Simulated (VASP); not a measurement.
Data:

```
AlNi3
1.0
    3.57000     0.00000     0.00000
    0.00000     3.57000     0.00000
    0.00000     0.00000     3.57000
Al Ni
1 3
Cartesian
  0.00000   0.00000   0.00000
  0.00000   1.78500   1.78500
  1.78500   0.00000   1.78500
  1.78500   1.78500   0.00000
```
Starting moments (μB, in the order of the record's atoms Al Ni Ni Ni): 0.0 0.5 0.5 0.5.

The numbers are results of PBE GGA, VASP's PBE PAW potentials (set 64) (plane waves; VASP), not measurements. Numerical set-up: 175 eV cut-off, 8×8×8 Γ-centred mesh, first-order Methfessel-Paxton smearing of 0.10 eV, potentials Al Ni.

At this cut-off the stress carries a Pulay error, which pulls relaxed volumes low.

Question: What does the run give for the cell moment, energy per atom (σ→0), pressure, band gap (on the k-mesh) with the smallest direct gap where there is one?

Answer: 
band gap (on the k-mesh): none (metal, semimetal or under 0.01 eV)
cell moment: 0.53 μB
energy per atom (σ→0): -4.322 eV/atom
pressure: -209.10 GPa

Question: Give the moment on each site (PAW-sphere projection).

Answer: 
```tsv
site	moment (μB)
Al1	0.00
Ni2	0.18
Ni3	0.18
Ni4	0.18
```

The compound is Ni3Al in the L1_2 structure. The cell was not relaxed at this level. The run is one of a series of settings (ENCUT = 175 against the base run), some of them coarse on purpose.
